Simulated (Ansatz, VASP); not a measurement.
# Na6Zn4Si20O47 in two plane-wave programs

Wanted: the spread between two codes on one cell, functional and k mesh. Of the first pair: The structure shown is frame 100 of Ansatz's trajectory.

Method: plane waves, with VASP 6.6.1 beside it; single point at PBE, in Ansatz 0.2.0.

## (1) Starting point

The cell holds 77 atoms: 20 Si, 4 Zn, 6 Na and 47 O. Cell: a = 10.161 Å, b = 10.161 Å, c = 10.161 Å, α = 90.0°, β = 90.0°, γ = 90.0°. As first built, before any earlier steps moved the atoms (in the runner's words): 77 atoms (20 Si, 4 Zn, 6 Na, 47 O) placed at random at 2.58 g/cm^3, melted at 4000 K for 10 ps at fixed volume with the Morse and Coulomb pair potential with partial charges (Pedone, Malavasi, Menziani, Cormack and Segre, J. Phys. Chem. B 110, 11780 (2006)). Quenched from 4000 K to 300 K at 50 K/ps and fixed volume, held 10 ps at zero pressure, then minimised at fixed cell.

## (2) Ansatz: dynamics, PBE

Ansatz runs on its default PAW (the set named soft_2) files.

One frame of this run of dynamics is then solved in both programs, so the motion causes no difference.

input.yaml

```yaml
crystal:
  lattice:
    - [10.16074, 0.0, 0.0]
    - [0.0, 10.16074, 0.0]
    - [0.0, 0.0, 10.16074]
  atoms:
    - { symbol: Si, position: [0.81672, 0.2917, 0.12356] }
    - { symbol: Si, position: [0.80312, 0.99894, 0.42012] }
    - { symbol: Si, position: [0.00701, 0.20473, 0.70402] }
    - { symbol: Si, position: [0.36367, 0.54958, 0.12504] }
    - { symbol: Si, position: [0.15181, 0.69338, 0.94204] }
    - { symbol: Si, position: [0.8241, 0.73745, 0.29664] }
    - { symbol: Si, position: [0.48046, 0.4051, 0.87764] }
    - { symbol: Si, position: [0.10135, 0.71174, 0.44728] }
    - { symbol: Si, position: [0.36322, 0.79415, 0.29117] }
    - { symbol: Si, position: [0.72313, 0.21917, 0.8475] }
    - { symbol: Si, position: [0.96712, 0.89693, 0.64413] }
    - { symbol: Si, position: [0.42462, 0.50694, 0.59315] }
    - { symbol: Si, position: [0.22277, 0.2369, 0.92799] }
    - { symbol: Si, position: [0.76349, 0.732, 0.78521] }
    - { symbol: Si, position: [0.2023, 0.96014, 0.08186] }
    - { symbol: Si, position: [0.71611, 0.55956, 0.52785] }
    - { symbol: Si, position: [0.5512, 0.96589, 0.83525] }
    - { symbol: Si, position: [0.03489, 0.12087, 0.26704] }
    - { symbol: Si, position: [0.99475, 0.43326, 0.49156] }
    - { symbol: Si, position: [0.86821, 0.58525, 0.02575] }
    - { symbol: Zn, position: [0.30963, 0.30738, 0.36547] }
    - { symbol: Zn, position: [0.6187, 0.26255, 0.39152] }
    - { symbol: Zn, position: [0.12352, 0.37654, 0.2023] }
    - { symbol: Zn, position: [0.31331, 0.78639, 0.68429] }
    - { symbol: Na, position: [0.46838, 0.18326, 0.09609] }
    - { symbol: Na, position: [0.44322, 0.06351, 0.50216] }
    - { symbol: Na, position: [0.54781, 0.01696, 0.22831] }
    - { symbol: Na, position: [0.57191, 0.82682, 0.55709] }
    - { symbol: Na, position: [0.60286, 0.78958, 0.07547] }
    - { symbol: Na, position: [0.60836, 0.51342, 0.24544] }
    - { symbol: O, position: [0.08287, 0.82519, 0.56189] }
    - { symbol: O, position: [0.47028, 0.48244, 0.02137] }
    - { symbol: O, position: [0.99886, 0.42335, 0.33726] }
    - { symbol: O, position: [0.52074, 0.97947, 0.98578] }
    - { symbol: O, position: [0.43495, 0.92963, 0.73687] }
    - { symbol: O, position: [0.2291, 0.73961, 0.36048] }
    - { symbol: O, position: [0.94119, 0.20995, 0.17228] }
    - { symbol: O, position: [0.93858, 0.06889, 0.38006] }
    - { symbol: O, position: [0.58088, 0.4794, 0.52206] }
    - { symbol: O, position: [0.65501, 0.83953, 0.82122] }
    - { symbol: O, position: [0.8376, 0.90645, 0.54429] }
    - { symbol: O, position: [0.07812, 0.57056, 0.51453] }
    - { symbol: O, position: [0.37381, 0.28606, 0.89421] }
    - { symbol: O, position: [0.00103, 0.04581, 0.67594] }
    - { symbol: O, position: [0.97039, 0.73178, 0.35317] }
    - { symbol: O, position: [0.81404, 0.67193, 0.15338] }
    - { symbol: O, position: [0.85237, 0.43409, 0.05941] }
    - { symbol: O, position: [0.26014, 0.62566, 0.03897] }
    - { symbol: O, position: [0.77618, 0.63193, 0.9051] }
    - { symbol: O, position: [0.71244, 0.31916, 0.23542] }
    - { symbol: O, position: [0.40012, 0.65718, 0.57207] }
    - { symbol: O, position: [0.90261, 0.80716, 0.75786] }
    - { symbol: O, position: [0.86133, 0.23476, 0.77189] }
    - { symbol: O, position: [0.63885, 0.0955, 0.79342] }
    - { symbol: O, position: [0.02378, 0.30458, 0.58107] }
    - { symbol: O, position: [0.8414, 0.4693, 0.53144] }
    - { symbol: O, position: [0.15735, 0.20444, 0.30769] }
    - { symbol: O, position: [0.71931, 0.65577, 0.65325] }
    - { symbol: O, position: [0.16401, 0.34191, 0.02271] }
    - { symbol: O, position: [0.30613, 0.45227, 0.22886] }
    - { symbol: O, position: [0.12663, 0.22234, 0.80447] }
    - { symbol: O, position: [0.19873, 0.68668, 0.79788] }
    - { symbol: O, position: [0.46186, 0.86924, 0.37805] }
    - { symbol: O, position: [0.08447, 0.99726, 0.18275] }
    - { symbol: O, position: [0.75336, 0.20396, 0.004] }
    - { symbol: O, position: [0.23571, 0.09567, 0.00595] }
    - { symbol: O, position: [0.44592, 0.48749, 0.75131] }
    - { symbol: O, position: [0.01254, 0.63027, 0.98786] }
    - { symbol: O, position: [0.15302, 0.84907, 0.98354] }
    - { symbol: O, position: [0.69315, 0.09814, 0.44958] }
    - { symbol: O, position: [0.33919, 0.39881, 0.52994] }
    - { symbol: O, position: [0.73133, 0.65024, 0.39527] }
    - { symbol: O, position: [0.43743, 0.66946, 0.21081] }
    - { symbol: O, position: [0.62328, 0.34319, 0.85024] }
    - { symbol: O, position: [0.77266, 0.88897, 0.30182] }
    - { symbol: O, position: [0.31324, 0.89474, 0.17537] }
    - { symbol: O, position: [0.458, 0.2033, 0.31668] }
kpoints:
  mp_grid: { grid: [1, 1, 1] }
hamiltonian:
  xc: pbe
scf:
  occupations: { method: fermi_dirac, width: 0.078 }
output:
  forces: true
md:
  timestep: 1.0
  n_steps: 299
  ensemble: nvt_langevin
  temperature: 900
  initial_velocities: maxwell_boltzmann
  seed: 6148
```

Command:

```sh
$ ansatz run input.yaml --threads 4 --pin off --max-ram 8192MiB --backend cpu --events-out ev --progress --plain --runs-dir out
```

Numbers of over 12 decimals in the logs are rounded to 6 here.

Output:

```text
Warning: md: disabling space-group detection — thermal motion breaks the input geometry's symmetry, so no spatial operation reduces the k-mesh or symmetrises the density; time reversal is kept, so that k and −k are solved as one point where they differ and the mesh holds both, and exact exchange and, on two spinor components, a DFT+U term hold to it where the run has them: on two components no moment then forms, and  [...]
Engine: ansatz 0.2.0, aarch64-unknown-linux-gnu
Pseudopotentials: kind: paw
Pseudopotential: Si, paw, valence charge 4, recommended cutoff 420 eV (normal), Si.paw.azcp
Pseudopotential: Zn, paw, valence charge 12, recommended cutoff 420 eV (normal), Zn.paw.azcp
Pseudopotential: Na, paw, valence charge 9, recommended cutoff 420 eV (normal), Na.paw.azcp
Pseudopotential: O, paw, valence charge 6, recommended cutoff 420 eV (normal), O.paw.azcp
Functional definition: PBE
  parameter kappa = 0.804
  parameter beta = 0.066725
  exchange = pbe_x(kappa = kappa, mu = beta*pi^2/3)
  correlation = pbe_c(beta = beta)
Crystal: 77 atoms, lattice volume = 1049.001 Å³
Basis set: ecut = 420 eV, 20377 PW (Γ), exchange–correlation on 144×144×144 points (8 copies of the dense FFT grid, shifted against one another)
Bands: 309, of which v1, the nominal top of the filled ones, is band 232 counted from 1 (231 counted from 0)
Symmetry: 1 space group operations
k-points: 1
Non-local potential: Si, projectors of the file, l = 0: 2, l = 1: 2, l = 2: 2
Non-local potential: Zn, projectors of the file, l = 0: 2, l = 1: 2, l = 2: 3, l = 3: 1
Non-local potential: Na, projectors of the file, l = 0: 3, l = 1: 2, l = 2: 1
Non-local potential: O, projectors of the file, l = 0: 2, l = 1: 2, l = 2: 1
PAW form: soft (Blöchl's): semilocal exchange-correlation on the pseudo side does not see the compensation charge
PAW one-centre angular grid: Si, 110 points (default); XC on 64 Gauss nodes
PAW one-centre angular grid: Zn, 590 points (default); XC on 64 Gauss nodes
PAW one-centre angular grid: Na, 110 points (default); XC on 64 Gauss nodes
PAW one-centre angular grid: O, 110 points (default); XC on 64 Gauss nodes
Initial density: superposition of atomic densities (neutral atoms: chi_scale 0, normalization atom), corrected by the library's trained network
Initial wavefunctions: pseudopotential atomic-orbital guess
Functional: x = pbe(κ = 0.804, μ = 0.219515), c = pbe(β = 0.066725)
SCF iter   1: F=—  HF=-61648.830958 eV  |F-HF|=—  |Δ(HF+E_count)|=         —  Δρ=1.96e-3  dr2=5.21e-2  ethr=1.77e-3  ⟨swp⟩=5.0  Hψ=1305  notcnv=0  defer=64
preconditioner: auto → Resta (q_TF=auto, 2.381 Å⁻¹)  ε∞=3.1  [insulator: Δε(μ)=3.081 eV  Ē_g=16.803 eV  σ=0.078 eV  W_gap=1.00  n_scr=250 (ndim 8)  ℏωp=24.4 eV  f_vac=0.175  D(μ)=0.00/eV (n_scr^D=0)  ε∞_Penn≈3.1]
SCF iter   2: F=—  HF=-61648.829093 eV  |F-HF|=—  |Δ(HF+E_count)|=   1.86e-3  Δρ=1.05e-3  dr2=1.52e-2  ethr=1.12e-5  ⟨swp⟩=2.0  Hψ=581  notcnv=0  defer=64
SCF iter   3: F=—  HF=-61648.830071 eV  |F-HF|=—  |Δ(HF+E_count)|=   9.78e-4  Δρ=6.09e-4  dr2=4.38e-3  ethr=3.27e-6  ⟨swp⟩=2.0  Hψ=410  notcnv=0  defer=64
SCF iter   4: F=—  HF=-61648.829308 eV  |F-HF|=—  |Δ(HF+E_count)|=   7.63e-4  Δρ=1.66e-4  dr2=3.87e-4  ethr=9.44e-7  ⟨swp⟩=2.0  Hψ=410  notcnv=0  defer=64
SCF iter   5: F=—  HF=-61648.829358 eV  |F-HF|=—  |Δ(HF+E_count)|=   4.92e-5  Δρ=1.21e-4  dr2=1.29e-4  ethr=8.35e-8  ⟨swp⟩=2.0  Hψ=465  notcnv=0  defer=64
SCF iter   6: F=—  HF=-61648.829319 eV  |F-HF|=—  |Δ(HF+E_count)|=   3.87e-5  Δρ=3.94e-5  dr2=1.50e-5  ethr=2.77e-8  ⟨swp⟩=2.0  Hψ=401  notcnv=0  defer=64
SCF iter   7: F=—  HF=-61648.830418 eV  |F-HF|=—  |Δ(HF+E_count)|=   1.10e-3  Δρ=1.81e-5  dr2=3.11e-6  ethr=3.23e-9  ⟨swp⟩=2.0  Hψ=540  notcnv=0  defer=68
SCF iter   8: F=—  HF=-61648.830419 eV  |F-HF|=—  |Δ(HF+E_count)|=   8.06e-7  Δρ=7.32e-6  dr2=5.77e-7  ethr=6.71e-10  ⟨swp⟩=2.0  Hψ=413  notcnv=0  defer=68
SCF iter   9: F=—  HF=-61648.830419 eV  |F-HF|=—  |Δ(HF+E_count)|=   2.77e-7  Δρ=3.10e-6  dr2=9.46e-8  ethr=1.24e-10  ⟨swp⟩=2.0  Hψ=410  notcnv=0  defer=68
SCF iter  10: F=-61648.830419 eV  HF=-61648.830419 eV  |F-HF|=6.53e-9  |Δ(HF+E_count)|=   2.70e-8  Δρ=1.47e-6  dr2=1.91e-8  ethr=1.66e-11  ⟨swp⟩=4.0  Hψ=901  notcnv=0
SCF 1 converged in 10 iterations: F = -61648.830419 eV  dr2 = 1.91e-8
  greatest PAW one-centre occupation: 0.999 electrons in one spin orbital (limit 2), on the Na atom at site 29 (counted from 0), in its partial waves of l = 0
md step     0: t =     0.00 fs  T =   888.3 K  F+E_penalty+E_count = -61648.83041903 eV  E_kin = 8.841384 eV  (10 SCF iters)
[... from here on, the SCF cycles and remarks between the steps are left out ...]
md step   292: t =   292.00 fs  T =   831.8 K  F+E_penalty+E_count = -61644.97115948 eV  E_kin = 8.279234 eV  (6 SCF iters)
md step   293: t =   293.00 fs  T =   860.4 K  F+E_penalty+E_count = -61645.10655580 eV  E_kin = 8.563369 eV  (7 SCF iters)
md step   294: t =   294.00 fs  T =   853.2 K  F+E_penalty+E_count = -61645.18907405 eV  E_kin = 8.492184 eV  (6 SCF iters)
md step   295: t =   295.00 fs  T =   864.8 K  F+E_penalty+E_count = -61645.20390313 eV  E_kin = 8.607698 eV  (6 SCF iters)
md step   296: t =   296.00 fs  T =   869.6 K  F+E_penalty+E_count = -61645.15039874 eV  E_kin = 8.654935 eV  (6 SCF iters)
md step   297: t =   297.00 fs  T =   838.5 K  F+E_penalty+E_count = -61645.02547873 eV  E_kin = 8.345719 eV  (6 SCF iters)
md step   298: t =   298.00 fs  T =   800.9 K  F+E_penalty+E_count = -61644.85305182 eV  E_kin = 7.971044 eV  (7 SCF iters)
md step   299: t =   299.00 fs  T =   797.4 K  F+E_penalty+E_count = -61644.67311877 eV  E_kin = 7.936645 eV  (9 SCF iters)
SCF converged after 9 iterations
Free energy (F): -61644.673119 eV
Harris-Foulkes:  -61644.673119 eV  (|F-HF|=1.37e-8)
Internal energy: -61644.673119 eV  (E = F + TS)
E sigma→0 (E₀):  -61644.673119 eV
Entropy (-TS):   -0.000000 eV (-0.000 meV/atom)
Fermi energy:    5.291331 eV
--- Per-component energies (eV) ---
  E_band       = -2768.521746
  E_kinetic    = 10493.631650
  E_local      = -41515.386022  (includes V_loc(G=0)·N_el)
  E_nonlocal   = 5902.682171
  E_hartree    = 15939.515975
  E_xc         = -5378.933535
  E_vxc        = -5902.441802  (∫ρ·V_xc dr)
  E_paw        = -26629.288796  (= ΣΔE_a)
  E_vpaw       = -3626.157425  (= ΣTr[D̂ρ^β])
  E_aug_tail   = 0.117528  (compensation charges beyond the density's cutoff)
  E_ewald      = -20457.012091
  E_smearing   = -0.000000  (= −TS)
  E_closure    = 0.000000  (closes the sum)
  Σ components = -61644.673119   (vs F -61644.673119, Δ=0.00e0)
--- Forces (eV/Å), atoms counted from 1 ---
  atom   1  Si     1.36526291     1.62495952     1.26887901
  atom   2  Si    -1.47058284     1.47718870    -0.81699493
  atom   3  Si    -1.78224883     2.24832871    -0.92844558
  atom   4  Si    -1.19897082    -0.24230197     1.51722262
  atom   5  Si     0.10641546     1.65834899     4.65562228
  atom   6  Si     1.40527120     1.78047832     3.17071367
  atom   7  Si     0.42717586     2.27586212    -1.49474675
  atom   8  Si    -1.19962260     0.64070861    -2.11097728
  atom   9  Si    -0.40656353     3.46669099    -1.41543487
  atom  10  Si     1.78926012    -2.70619387    -0.78313907
  atom  11  Si     0.30062409    -1.32678386    -1.18660133
  atom  12  Si     0.63763799    -1.70152097     0.26520222
  atom  13  Si     0.44197494     0.51455267    -0.61103275
  atom  14  Si    -1.34794242    -0.95514133    -1.15088692
  atom  15  Si     1.72780684     0.55928971     0.03017863
  atom  16  Si    -2.78588982     2.75206190     0.96386432
  atom  17  Si    -1.61331189    -3.23407854     0.19926609
  atom  18  Si    -0.94647065     1.83033392     3.52000419
  atom  19  Si    -1.31325731    -1.09514019     1.40809193
  atom  20  Si    -1.18313876    -0.43749507     1.37419033
  atom  21  Zn     0.15495425    -0.88264916     0.81960270
  atom  22  Zn     0.29294407     0.00981619    -0.28218790
  atom  23  Zn    -0.12384745     0.47991346     0.28638018
  atom  24  Zn     0.65646436     1.32697957    -0.03802059
[...]
atom  70  O     -0.34747633    -0.91186939     0.14591367
  atom  71  O     -0.63488077    -0.33443795     0.18477300
  atom  72  O     -0.49030579    -0.78595422     1.27229184
  atom  73  O     -0.20216630     1.33015535     0.58042229
  atom  74  O     -2.63264631     2.72579634     0.47018561
  atom  75  O     -0.07853626    -0.57142921     0.53635913
  atom  76  O      0.97224253    -1.22038298     0.45771571
  atom  77  O     -0.02178896     0.60760309     0.20447694
  max |Σ_I F_I| component: 1.65e-5 eV/Å
--- MD trajectory: 299 steps, t = 0.0 → 299.0 fs ---
  final state: T = 797.4 K   F+E_penalty+E_count = -61644.67311877 eV   E_kin = 7.936645 eV
```

[end of part 1 of 4]

[Lines on the potential files, build, host, timing and source positions are cut from VASP's logs without a mark.]

[Logs are printed without paths, hosts, clocks, repeated set-up lines and the standing remarks that a program may print on its own settings, such as how far it seeks lower states.]

[Hosts, paths, dates, database ids (printed as entryN), source tags and the programs' standing remarks are cut or masked in the printed files.]
